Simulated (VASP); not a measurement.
Input:

```
CELL_PARAMETERS angstrom
      1.79103    -3.10215     0.00000
      1.79103     3.10215     0.00000
      0.00000     0.00000     7.69818
ATOMIC_POSITIONS crystal
  Ti 0.00000 0.00000 0.00000
  Se 0.33333 0.66667 0.20163
  Se 0.66667 0.33333 0.79837
```

All values below come from RPBE GGA, VASP's PBE PAW potentials (set 64) (plane waves; VASP 6.6.1). Numerical set-up: 520 eV cut-off, 11×11×5 Γ-centred mesh, tetrahedra with Blöchl corrections, potentials Ti_sv Se.

The cores are frozen, which limits the accuracy of field gradients. Without a dispersion term in the relaxation, distances and binding between the weakly bound layers, chains or molecules are unreliable, and so is what depends on them.

Q: Give the principal components of the electric field gradient (V/Å²) and the asymmetry η at each nucleus.

A: 
```
atom   Vxx   Vyy    Vzz     η
----  ----  ----  -----  ----
Ti1   11.1  11.1  -22.3  0.00
Se2   26.4  26.4  -52.8  0.00
Se3   26.4  26.4  -52.8  0.00
```

The compound is TiSe2 in the 1T layered structure. It was relaxed first, which changed the volume by +31 %.
